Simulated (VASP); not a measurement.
Input of a VASP 6.6.1 run:

Contents of INCAR:

```
SYSTEM = Sr8Ti8NO23
PREC = Normal ; ENCUT = 450
EDIFF = 1E-6 ; ISMEAR = 0
SIGMA = 0.01 ; LREAL = Auto
LASPH = .TRUE. ; NELM = 80
ALGO = Normal ; ISIF = 2
LWAVE = .FALSE. ; LCHARG = .FALSE.
GGA = PE ; IBRION = 2
NSW = 70 ; EDIFFG = -0.025
ICORELEVEL = 1 ; NELECT = 320.0
ISYM = 0 ; KPAR = 4
NCORE = 2
```

File KPOINTS:

```
Automatic mesh
0
Monkhorst
  2 2 2
  0 0 0
```

POSCAR

```
Sr8Ti8NO23
1.0
    7.8804100000      0.0000000000      0.0000000000
    0.0000000000     -7.8804100000      0.0000000000
    0.0000000000      0.0000000000     -7.8804100000
Sr Ti N O
8 8 1 23
Direct
    0.2500000000      0.2500000000      0.2500000000
    0.2500000000      0.2500000000      0.7500000000
    0.2500000000      0.7500000000      0.2500000000
    0.2500000000      0.7500000000      0.7500000000
    0.7500000000      0.2500000000      0.2500000000
    0.7500000000      0.2500000000      0.7500000000
    0.7500000000      0.7500000000      0.2500000000
    0.7500000000      0.7500000000      0.7500000000
    0.9967149600      0.5007053900      0.4993174400
    0.0000000000      0.5000000000      0.0000000000
    0.0000000000      0.0000000000      0.5000000000
    0.0000000000      0.0000000000      0.0000000000
    0.5026741700      0.4960917700      0.4908087300
    0.5000000000      0.5000000000      0.0000000000
    0.5000000000      0.0000000000      0.5000000000
    0.5000000000      0.0000000000      0.0000000000
    0.2433934200      0.5031875300      0.4946525100
    0.2500000000      0.5000000000      0.0000000000
    0.2500000000      0.0000000000      0.5000000000
    0.2500000000      0.0000000000      0.0000000000
    0.7500000000      0.5000000000      0.5000000000
    0.7500000000      0.5000000000      0.0000000000
    0.7500000000      0.0000000000      0.5000000000
    0.7500000000      0.0000000000      0.0000000000
    0.0000000000      0.2500000000      0.5000000000
    0.0000000000      0.2500000000      0.0000000000
    0.0000000000      0.7500000000      0.5000000000
    0.0000000000      0.7500000000      0.0000000000
    0.5000000000      0.2500000000      0.5000000000
    0.5000000000      0.2500000000      0.0000000000
    0.5000000000      0.7500000000      0.5000000000
    0.5000000000      0.7500000000      0.0000000000
    0.0000000000      0.5000000000      0.2500000000
    0.0000000000      0.5000000000      0.7500000000
    0.0000000000      0.0000000000      0.2500000000
    0.0000000000      0.0000000000      0.7500000000
    0.5000000000      0.5000000000      0.2500000000
    0.5000000000      0.5000000000      0.7500000000
    0.5000000000      0.0000000000      0.2500000000
    0.5000000000      0.0000000000      0.7500000000
```

Potentials or basis: VASP PAW PBE potentials, release 64 (Sr_sv, Ti_sv, N, O).

The run is started by

```sh
$ cat potpaw_PBE.64/Sr_sv/POTCAR potpaw_PBE.64/Ti_sv/POTCAR potpaw_PBE.64/N/POTCAR potpaw_PBE.64/O/POTCAR > POTCAR
$ mpirun -np 8 vasp_std > vasp.out
```

Task: What does it give for the energy gained by relaxing?

Result: 12.7 meV/atom.

Final structure:
```
CELL_PARAMETERS angstrom
7.88041 0.00000 0.00000
0.00000 -7.88041 0.00000
0.00000 0.00000 -7.88041
ATOMIC_POSITIONS crystal
Sr 0.24988 0.25053 0.25013
Sr 0.24996 0.25062 0.74875
Sr 0.24994 0.74934 0.25002
Sr 0.25001 0.74924 0.74884
Sr 0.74996 0.25502 0.25464
Sr 0.74998 0.25513 0.74432
Sr 0.74996 0.74479 0.25464
Sr 0.74998 0.74470 0.74435
Ti 0.00902 0.50005 0.49954
Ti 0.99921 0.49982 0.99958
Ti 0.99922 0.00003 0.49944
Ti 0.99878 0.99986 0.99945
Ti 0.49130 0.49985 0.49925
Ti 0.50065 0.49997 0.99933
Ti 0.50069 0.99986 0.49971
Ti 0.50111 0.99999 0.99973
N 0.24975 0.50036 0.49889
O 0.24981 0.49998 0.00034
O 0.24982 0.99971 0.49996
O 0.24976 0.00005 0.99983
O 0.74944 0.49971 0.50041
O 0.74975 0.50007 0.99861
O 0.74976 0.00045 0.49980
O 0.74989 0.99999 0.99999
O 0.99711 0.24727 0.49981
O 0.00000 0.24961 0.99983
O 0.99635 0.75295 0.49980
O 0.00006 0.75052 0.99983
O 0.50209 0.24717 0.49958
O 0.49964 0.24956 0.99966
O 0.50277 0.75293 0.49958
O 0.49957 0.75047 0.99967
O 0.99600 0.50009 0.24678
O 0.99753 0.50010 0.75250
O 0.00011 0.00008 0.24941
O 0.99996 0.00007 0.75033
O 0.50325 0.50001 0.24663
O 0.50152 0.50002 0.75237
O 0.49953 0.00001 0.24929
O 0.49967 0.00000 0.75019
```
